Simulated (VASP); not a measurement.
# AlNi under strain, part 4 of 5

How does the pressure of AlNi answer to a change of volume? The bands are shown for each cell. All runs use PBEsol. Left out of this account: at least 1 further run (self-consistent run: a reference on another mesh). The start is a cell from a database of measured crystal structures.

VASP 6.6.1; PBEsol, spin-polarised from a ferromagnetic start (one magnetic atom a cell); plane waves and PAW (Al, Ni).

So far, pressure (GPa): step 2 (bands, cell as listed) -3.55; step 3 (cell volume +4.0 %) -9.24; step 4 (cell volume +8.0 %) -13.8; step 5 (bands, sheared, principal strains -1.4, -0.4, +1.8 %) -3.41.

The database entry behind the starting cell differs from later determinations by our own check (about 0.2 % short), so it need not match the best structure at ambient conditions.

## Step 6: Bands, volume times 0.96

The cell is compressed evenly, with fractional positions held.

The input, INCAR:

```
SYSTEM = AlNi
PREC = Accurate
ENCUT = 400
EDIFF = 1E-06
NELM = 100
ISMEAR = -1
SIGMA = 0.05
LREAL = .FALSE.
ALGO = Normal
GGA = PS
NBANDS = 20
ISPIN = 2
MAGMOM = 0 1
LASPH = .TRUE.
LMAXMIX = 4
LORBIT = 11
LWAVE = .FALSE.
LCHARG = .FALSE.
KPAR = 2
```

The input, POSCAR:

```
AlNi
1.0
    2.8420627945      0.0000000000      0.0000000000
    0.0000000000      2.8420627945      0.0000000000
    0.0000000000      0.0000000000      2.8420627945
Al Ni
1 1
Direct
    0.0000000000      0.0000000000      0.0000000000
    0.5000000000      0.5000000000      0.5000000000
```

The input, KPOINTS:

```
Automatic mesh
0
Gamma
13 13 13
0 0 0
```

The input, KPOINTS_OPT:

```
Line mode
16
Line-mode
Reciprocal
  0.00000000   0.00000000   0.00000000 GAMMA
  0.00000000   0.50000000   0.00000000 X

  0.00000000   0.50000000   0.00000000 X
  0.50000000   0.50000000   0.00000000 M

  0.50000000   0.50000000   0.00000000 M
  0.00000000   0.00000000   0.00000000 GAMMA

  0.00000000   0.00000000   0.00000000 GAMMA
  0.50000000   0.50000000   0.50000000 R

  0.50000000   0.50000000   0.50000000 R
  0.00000000   0.50000000   0.00000000 X

  0.50000000   0.50000000   0.00000000 M
  0.50000000   0.50000000   0.50000000 R
```

Potentials, in the order of the species: Al and Ni (PBE family, release 64).

Launch:

```
$ mpirun -np 2 vasp_std
```

The log of the run:

```text
[... set-up lines as in an earlier step ...]
 entering main loop
       N       E                     dE             d eps       ncg     rms          rms(c)
DAV:   1     0.409567928137E+02    0.40957E+02   -0.42681E+03  7120   0.588E+02
DAV:   2    -0.106547169948E+02   -0.51612E+02   -0.45260E+02  7200   0.137E+02
DAV:   3    -0.131745419781E+02   -0.25198E+01   -0.24587E+01  8032   0.312E+01
DAV:   4    -0.132023388605E+02   -0.27797E-01   -0.27778E-01  7892   0.296E+00
DAV:   5    -0.132028720225E+02   -0.53316E-03   -0.53314E-03  7956   0.436E-01    0.135E+01
DAV:   6    -0.153579778199E+02   -0.21551E+01   -0.43921E+01  8156   0.722E+01    0.169E+01
DAV:   7    -0.116194766173E+02    0.37385E+01   -0.12970E+01  7872   0.418E+01    0.164E+00
DAV:   8    -0.116032951329E+02    0.16181E-01   -0.26491E-01  9120   0.458E+00    0.106E+00
DAV:   9    -0.115883982328E+02    0.14897E-01   -0.29907E-02  8724   0.154E+00    0.545E-01
DAV:  10    -0.115883749813E+02    0.23251E-04   -0.93411E-04  9384   0.243E-01    0.170E-01
DAV:  11    -0.115882723412E+02    0.10264E-03   -0.56382E-04  9312   0.183E-01    0.774E-02
DAV:  12    -0.115882983441E+02   -0.26003E-04   -0.76614E-05  9068   0.710E-02    0.449E-02
DAV:  13    -0.115882932984E+02    0.50457E-05   -0.14919E-05  9212   0.416E-02    0.114E-02
DAV:  14    -0.115882929713E+02    0.32714E-06   -0.13917E-06  4892   0.116E-02
   1 F= -.11588293E+02 E0= -.11586083E+02  d E =-.442017E-02  mag=    -0.0002
 Start KPOINTS_OPT (optional k-point list driver)
k-point batch [1-84\96]
       N       E                     dE             ncg
DAV:   1     0.120521719265E+05   -0.18087E+05     7132
DAV:   2     0.769987556145E+04   -0.43523E+04     7152
DAV:   3     0.747859413730E+04   -0.22128E+03     8156
DAV:   4     0.747608568983E+04   -0.25084E+01     8128
DAV:   5     0.747603512698E+04   -0.50563E-01     8164
DAV:   6     0.747603341436E+04   -0.17126E-02     8768
DAV:   7     0.747603335995E+04   -0.54409E-04     8180
DAV:   8     0.747603335828E+04   -0.16679E-05     6268
DAV:   9     0.747603335801E+04   -0.27069E-06     5092
k-point batch [85-96\96]
       N       E                     dE             ncg
DAV:   1     0.303630903546E+05   -0.50920E+04     1008
DAV:   2     0.297738220062E+05   -0.58927E+03     1036
DAV:   3     0.297479841319E+05   -0.25838E+02     1260
DAV:   4     0.297477067033E+05   -0.27743E+00     1192
DAV:   5     0.297477009586E+05   -0.57447E-02     1264
DAV:   6     0.297477007713E+05   -0.18726E-03     1280
DAV:   7     0.297477007658E+05   -0.55157E-05     1168
DAV:   8     0.297477007656E+05   -0.19855E-06      916
```

The job ended after 51 s (2 MPI ranks of AMD EPYC 7R43, shared host; peak memory 0.29 GiB).

From OUTCAR (step 6):

```text
   ENCUT  =  400.0 eV  29.40 Ry    5.42 a.u.   4.63  4.63  4.63*2*pi/ulx,y,z

   NELECT =      13.0000    total number of electrons

 E-fermi :  10.4310

 spin component 1
 k-point     1 :       0.0000    0.0000    0.0000
  band No.  band energies     occupation
    ...
      2       7.0087      1.00000
      3       7.0087      1.00000
      4       8.8202      1.00000
      5       8.8202      1.00000
      6       8.8202      1.00000
      7      16.1167      0.00000
      8      16.1167      0.00000
      9      16.1167      0.00000
     10      18.7259      0.00000
     11      18.7259      0.00000
    ...

 k-point     2 :       0.0769    0.0000    0.0000
  band No.  band energies     occupation
    ...
      2       7.0014      1.00000
      3       7.0359      1.00000
      4       8.7704      1.00000
      5       8.7704      1.00000
      6       8.8256      1.00000
      7      14.9909      0.00000
      8      16.2648      0.00000
      9      16.2648      0.00000
     10      18.7288      0.00000
     11      19.7490      0.00000
    ...

  Total        0.5041353      0.5041353      0.5041353     -0.0000000      0.0000000     -0.0000000
  in kB       35.1849302     35.1849302     35.1849302     -0.0000000      0.0000000     -0.0000000
  external PRESSURE =      35.1849302 kB  Pullay stress =       0.0000000 kB

 POSITION                                       TOTAL-FORCE (eV/Angst)
 -----------------------------------------------------------------------------------
      0.00000      0.00000      0.00000         0.000000      0.000000      0.000000
      1.42103      1.42103      1.42103         0.000000      0.000000      0.000000
 -----------------------------------------------------------------------------------
    total drift:                               -0.000000      0.000000      0.000000

  FREE ENERGIE OF THE ION-ELECTRON SYSTEM (eV)
  ---------------------------------------------------
  free  energy   TOTEN  =       -11.5882929713 eV

  energy  without entropy=      -11.5838728041  energy(sigma->0) =      -11.58608289

[... 5 parts as in an earlier step ...]

[... 17 further parts left out ...]
```

This step gave:

* irreducible k-points: 84
* symmetry operations: 48
* free energy (TOTEN): -11.59 eV
* energy at zero smearing: -11.59 eV
* Fermi energy: 10.43 eV
* pressure: 3.518 GPa

Both spin channels agree. Electronic bands along the path, in eV, zero at the Fermi level; # counts the bands kept in this run:

| point | #3 | #4 | #5 | #6 | #7 | #8 | #9 | #10 |
| --- | --- | --- | --- | --- | --- | --- | --- | --- |
| Γ | -3.42 | -1.61 | -1.61 | -1.61 | 5.69 | 5.69 | 5.69 | 8.29 |
| 0.47 of the way | -3.20 | -1.97 | -1.97 | -1.57 | 1.18 | 6.96 | 6.96 | 8.32 |
| X | -2.91 | -2.35 | -2.35 | -1.52 | -0.65 | 8.36 | 10.21 | 10.21 |
| 0.53 of the way | -2.70 | -2.64 | -2.26 | -1.90 | -0.71 | 4.60 | 4.74 | 11.88 |
| M | -2.98 | -2.98 | -2.18 | -2.18 | -1.05 | 1.55 | 2.71 | 12.76 |
| 0.47 of the way | -3.29 | -2.43 | -2.01 | -1.92 | 0.83 | 2.66 | 8.60 | 8.85 |
| Γ | -3.42 | -1.61 | -1.61 | -1.61 | 5.69 | 5.69 | 5.69 | 8.29 |
| 0.53 of the way | -3.35 | -2.37 | -2.21 | -2.21 | 2.26 | 2.26 | 4.33 | 9.82 |
| R | -4.29 | -1.02 | -1.02 | 1.96 | 1.96 | 1.96 | 4.11 | 4.67 |
| 0.47 of the way | -3.47 | -2.26 | -2.22 | -1.14 | -0.55 | 5.12 | 5.37 | 6.06 |
| X | -2.91 | -2.35 | -2.35 | -1.52 | -0.65 | 8.36 | 10.21 | 10.21 |
| jump to M | -2.98 | -2.98 | -2.18 | -2.18 | -1.05 | 1.55 | 2.71 | 12.76 |
| 0.53 of the way | -3.94 | -2.35 | -1.03 | -0.21 | -0.21 | 1.70 | 3.03 | 7.85 |
| R | -4.29 | -1.02 | -1.02 | 1.96 | 1.96 | 1.96 | 4.11 | 4.67 |

Of the projections kept (Al, Ni), the largest for each band there, as a share of the weight inside these atoms' spheres; weight between the spheres isn't counted:

| point | #3 | #4 | #5 | #6 | #7 | #8 | #9 | #10 |
| --- | --- | --- | --- | --- | --- | --- | --- | --- |
| Γ | Ni 1.00 | Ni 1.00 | Ni 1.00 | Ni 1.00 | Al 0.50 | Al 0.50 | Al 0.50 | Ni 1.00 |
| X | Ni 1.00 | Ni 0.98 | Ni 0.98 | Ni 1.00 | Ni 0.98 | - | Ni 1.00 | Ni 1.00 |
| M | Ni 0.59 | Ni 0.59 | Ni 1.00 | Ni 1.00 | Ni 1.00 | Ni 1.00 | Ni 0.72 | Al 1.00 |
| Γ | Ni 1.00 | Ni 1.00 | Ni 1.00 | Ni 1.00 | Al 0.50 | Al 0.50 | Al 0.50 | Ni 1.00 |
| R | Ni 0.89 | Ni 1.00 | Ni 1.00 | Ni 1.00 | Ni 1.00 | Ni 1.00 | Al 1.00 | Ni 0.68 |
| X | Ni 1.00 | Ni 0.98 | Ni 0.98 | Ni 1.00 | Ni 0.98 | - | Ni 1.00 | Ni 1.00 |

The electronic bands as a text plot (rows in eV, shown from -8.0 to 4.7 only):

```
    4.4 |           *           *   *  ****      * *
    3.9 | *          *         **          ****** *             *
    3.4 |            **  *    **     **                       **
    2.8 |              **   ***        *         *        ****
    2.3 |  *          *   **            **     **
    1.8 |              ***                ******          *******
    1.2 |   *                *                * *              *
    0.7 |                   *                    *            *
    0.2 |    *             *                 *   *
   -0.3 |     **          *                       ***        *
   -0.9 |       **********                  * ***  * ************
   -1.4 |**********              ***       ***  **  *  *** *   *
   -1.9 | ****     **************   ****  **      *****   *   *
   -2.5 |     *********  *****         ***          ******   *
   -3.0 |   ******** *******           *             ********
   -3.5 |****          *    *********** ***        **     ***
   -4.0 |    *          ****               ********          ****
   -4.6 |             *                      ***** *          ***
   -5.1 |     *      *                     **     ***      ***
   -5.6 |           * ****                           *    *
   -6.2 |      *   ***                    *         ***
   -6.7 |        ***      *                           ***
   -7.2 |       **                                      **
   -7.7 |                  *             *
         Γ      X      M          Γ            R        X|M     R
```

 The pressure is 3.52 GPa.

Of the bands kept, 2 cross the Fermi level on this path.

## Step 7: Bands, volume times 0.92

The cell is scaled evenly once more. A prediction first. A least-squares parabola for the 4 pressures of evenly scaled cells so far, P = -3.53 -159.0 t +334 t² GPa with t = ln(V/V₁) and V₁ the volume at scale 1, gives 12.05 GPa at t = -0.0834.

INCAR is that of step 6.

The input, POSCAR:

```
AlNi
1.0
    2.8020284083      0.0000000000      0.0000000000
    0.0000000000      2.8020284083      0.0000000000
    0.0000000000      0.0000000000      2.8020284083
Al Ni
1 1
Direct
    0.0000000000      0.0000000000      0.0000000000
    0.5000000000      0.5000000000      0.5000000000
```

KPOINTS is that of step 6.

KPOINTS_OPT is that of step 6.

Launch:

```
$ mpirun -np 2 vasp_std
```

The log of the run:

```text
[... set-up lines as in an earlier step ...]
 entering main loop
       N       E                     dE             d eps       ncg     rms          rms(c)
DAV:   1     0.413559530687E+02    0.41356E+02   -0.41924E+03  7060   0.591E+02
DAV:   2    -0.106510292608E+02   -0.52007E+02   -0.45649E+02  7260   0.138E+02
DAV:   3    -0.131647226491E+02   -0.25137E+01   -0.24636E+01  7904   0.312E+01
DAV:   4    -0.131920900842E+02   -0.27367E-01   -0.27349E-01  7792   0.296E+00
DAV:   5    -0.131926200720E+02   -0.52999E-03   -0.52996E-03  8004   0.437E-01    0.139E+01
DAV:   6    -0.150841692485E+02   -0.18915E+01   -0.41949E+01  8216   0.720E+01    0.162E+01
DAV:   7    -0.115683227083E+02    0.35158E+01   -0.12539E+01  8012   0.416E+01    0.155E+00
DAV:   8    -0.115551063000E+02    0.13216E-01   -0.22098E-01  9004   0.421E+00    0.108E+00
DAV:   9    -0.115398148015E+02    0.15291E-01   -0.27552E-02  9044   0.155E+00    0.525E-01
DAV:  10    -0.115395858581E+02    0.22894E-03   -0.93480E-04  9104   0.237E-01    0.166E-01
DAV:  11    -0.115394879085E+02    0.97950E-04   -0.36973E-04  9360   0.153E-01    0.793E-02
DAV:  12    -0.115395037040E+02   -0.15796E-04   -0.52683E-05  9120   0.624E-02    0.465E-02
DAV:  13    -0.115394988417E+02    0.48624E-05   -0.18469E-05  9224   0.469E-02    0.938E-03
DAV:  14    -0.115394986426E+02    0.19901E-06   -0.10136E-06  4920   0.932E-03
   1 F= -.11539499E+02 E0= -.11537451E+02  d E =-.409466E-02  mag=    -0.0001
 Start KPOINTS_OPT (optional k-point list driver)
k-point batch [1-84\96]
       N       E                     dE             ncg
DAV:   1     0.125553607342E+05   -0.18852E+05     7040
DAV:   2     0.816434764071E+04   -0.43910E+04     7180
DAV:   3     0.793981609006E+04   -0.22453E+03     8092
DAV:   4     0.793729299367E+04   -0.25231E+01     8052
DAV:   5     0.793724221774E+04   -0.50776E-01     8188
DAV:   6     0.793724052729E+04   -0.16904E-02     8784
DAV:   7     0.793724047293E+04   -0.54365E-04     8196
DAV:   8     0.793724047128E+04   -0.16417E-05     6060
DAV:   9     0.793724047100E+04   -0.28086E-06     5108
k-point batch [85-96\96]
       N       E                     dE             ncg
DAV:   1     0.311219134141E+05   -0.49906E+04      996
DAV:   2     0.305076245220E+05   -0.61429E+03     1032
DAV:   3     0.304764919805E+05   -0.31133E+02     1264
DAV:   4     0.304761401531E+05   -0.35183E+00     1160
DAV:   5     0.304761333474E+05   -0.68057E-02     1276
DAV:   6     0.304761331115E+05   -0.23591E-03     1244
DAV:   7     0.304761331036E+05   -0.79702E-05     1272
DAV:   8     0.304761331033E+05   -0.26189E-06      900
```

It took 39 s on 2 MPI ranks; peak memory 0.28 GiB.

OUTCAR, selected parts (step 7):

```text
   ENCUT  =  400.0 eV  29.40 Ry    5.42 a.u.   4.57  4.57  4.57*2*pi/ulx,y,z

   NELECT =      13.0000    total number of electrons

 E-fermi :  11.0283

 spin component 1
 k-point     1 :       0.0000    0.0000    0.0000
  band No.  band energies     occupation
    ...
      2       7.3806      1.00000
      3       7.3806      1.00000
      4       9.3212      1.00000
      5       9.3212      1.00000
      6       9.3212      1.00000
      7      16.9006      0.00000
      8      16.9006      0.00000
      9      16.9006      0.00000
     10      19.4625      0.00000
     11      19.4625      0.00000
    ...

 k-point     2 :       0.0769    0.0000    0.0000
  band No.  band energies     occupation
    ...
      2       7.3743      1.00000
      3       7.4096      1.00000
      4       9.2679      1.00000
      5       9.2679      1.00000
      6       9.3266      1.00000
      7      15.7356      0.00000
      8      17.0530      0.00000
      9      17.0530      0.00000
     10      19.4605      0.00000
     11      20.5327      0.00000
    ...

  Total        1.6918953      1.6918953      1.6918953      0.0000000      0.0000000     -0.0000000
  in kB      123.2158186    123.2158186    123.2158186      0.0000000      0.0000000     -0.0000000
  external PRESSURE =     123.2158186 kB  Pullay stress =       0.0000000 kB

 POSITION                                       TOTAL-FORCE (eV/Angst)
 -----------------------------------------------------------------------------------
      0.00000      0.00000      0.00000         0.000000      0.000000      0.000000
      1.40101      1.40101      1.40101         0.000000      0.000000      0.000000
 -----------------------------------------------------------------------------------
    total drift:                                0.000000     -0.000000      0.000000

  FREE ENERGIE OF THE ION-ELECTRON SYSTEM (eV)
  ---------------------------------------------------
  free  energy   TOTEN  =       -11.5394986426 eV

  energy  without entropy=      -11.5354039846  energy(sigma->0) =      -11.53745131

 magnetization (x)
# of ion       s       p       d       tot
------------------------------------------
    1        0.000   0.000   0.000   0.000
    2       -0.000  -0.000   0.000  -0.000
--------------------------------------------------
tot          0.000  -0.000   0.000   0.000

[... 3 parts as in an earlier step ...]

[... 16 further parts left out ...]
```

Numbers from this step:

| Property | Result |
| --- | --- |
| free energy (TOTEN) | -11.54 eV |
| energy at zero smearing | -11.54 eV |
| Fermi energy | 11.03 eV |
| pressure | 12.32 GPa |

Both spin channels agree. The electronic bands at the labelled points (eV, zero at the Fermi level; # counts the bands kept in this run):

| point | #3 | #4 | #5 | #6 | #7 | #8 | #9 | #10 |
| --- | --- | --- | --- | --- | --- | --- | --- | --- |
| Γ | -3.65 | -1.71 | -1.71 | -1.71 | 5.87 | 5.87 | 5.87 | 8.43 |
| 0.53 of the way | -3.36 | -2.17 | -2.17 | -1.65 | 0.69 | 7.54 | 7.54 | 8.42 |
| X | -3.10 | -2.49 | -2.49 | -1.61 | -0.68 | 8.40 | 10.42 | 10.42 |
| 0.53 of the way | -2.87 | -2.79 | -2.40 | -2.02 | -0.74 | 4.73 | 4.94 | 12.32 |
| M | -3.10 | -3.10 | -2.32 | -2.32 | -1.11 | 1.63 | 2.93 | 13.25 |
| 0.53 of the way | -3.53 | -2.50 | -2.07 | -1.98 | 1.40 | 3.04 | 8.43 | 9.60 |
| Γ | -3.65 | -1.71 | -1.71 | -1.71 | 5.87 | 5.87 | 5.87 | 8.43 |
| 0.53 of the way | -3.54 | -2.51 | -2.35 | -2.35 | 2.33 | 2.33 | 4.60 | 10.05 |
| R | -4.52 | -1.08 | -1.08 | 1.92 | 1.92 | 1.92 | 4.50 | 4.86 |
| 0.47 of the way | -3.67 | -2.41 | -2.36 | -1.21 | -0.57 | 5.21 | 5.55 | 6.40 |
| X | -3.10 | -2.49 | -2.49 | -1.61 | -0.68 | 8.40 | 10.42 | 10.42 |
| jump to M | -3.10 | -3.10 | -2.32 | -2.32 | -1.11 | 1.63 | 2.93 | 13.25 |
| 0.47 of the way | -4.03 | -2.77 | -1.10 | -0.61 | -0.61 | 1.72 | 3.18 | 8.89 |
| R | -4.52 | -1.08 | -1.08 | 1.92 | 1.92 | 1.92 | 4.50 | 4.86 |

Of the projections kept (Al, Ni), the largest for each band there, as a share of the weight inside these atoms' spheres; weight between the spheres isn't counted:

| point | #3 | #4 | #5 | #6 | #7 | #8 | #9 | #10 |
| --- | --- | --- | --- | --- | --- | --- | --- | --- |
| Γ | Ni 1.00 | Ni 1.00 | Ni 1.00 | Ni 1.00 | Al 0.50 | Al 0.50 | Al 0.50 | Ni 1.00 |
| X | Ni 1.00 | Ni 0.98 | Ni 0.98 | Ni 1.00 | Ni 0.98 | - | Ni 1.00 | Ni 1.00 |
| M | Ni 0.60 | Ni 0.60 | Ni 1.00 | Ni 1.00 | Ni 1.00 | Ni 1.00 | Ni 0.72 | Al 1.00 |
| Γ | Ni 1.00 | Ni 1.00 | Ni 1.00 | Ni 1.00 | Al 0.50 | Al 0.50 | Al 0.50 | Ni 1.00 |
| R | Ni 0.88 | Ni 1.00 | Ni 1.00 | Ni 1.00 | Ni 1.00 | Ni 1.00 | Al 1.00 | Ni 0.68 |
| X | Ni 1.00 | Ni 0.98 | Ni 0.98 | Ni 1.00 | Ni 0.98 | - | Ni 1.00 | Ni 1.00 |

The electronic bands as a text plot (rows in eV, shown from -8.0 to 4.9 only):

```
    4.6 |           *           *      ******    * *
    4.1 | *          *         **   *        **** *            **
    3.5 |            **  *    **     *                       **
    3.0 |              **   **        **         *        ***
    2.5 |  *          *   **  *         **      *
    1.9 |              ***                ******           ******
    1.4 |   *                *                ***         *    *
    0.8 |                   *                   **
    0.3 |    *                               *   *            *
   -0.2 |     *           **                      **         *
   -0.8 |      ********  *                  *      *******  *
   -1.3 |              **                   ******  *     *******
   -1.8 |************       **********    **      *  ******   *
   -2.4 |    ******************       *****        *******   *
   -2.9 |      ************                          *****  *
   -3.4 |******           ****************          **    **
   -4.0 |  **          **  **             **      **        **
   -4.5 |    *        *  **                 ********          ***
   -5.1 |     *      *                      *    **          **
   -5.6 |              **                  *       ***    ***
   -6.1 |      *    ***  *                *         **
   -6.7 |         ***                                 **
   -7.2 |       ***       *                            ***
   -7.7 |                  *             *
         Γ      X      M          Γ            R        X|M     R
```

 The pressure is 12.32 GPa. The parabola predicted 12.05 GPa, -0.28 GPa off.

(Part 4 of 5 ends here.)

[Lines on the potential files, build, host, timing and source positions are cut from VASP's logs without a mark.]

[Logs are printed without paths, hosts, clocks, repeated set-up lines and the standing remarks that a program may print on its own settings, such as how far it seeks lower states.]

[Hosts, paths, dates, database ids (printed as entryN), source tags and the programs' standing remarks are cut or masked in the printed files.]

[A measured line is paired with the nearest computed mode of its activity, which favours agreement.]

[In band tables of VASP the shares of atoms and orbitals are scaled to a sum of 1 inside the atoms' spheres.]
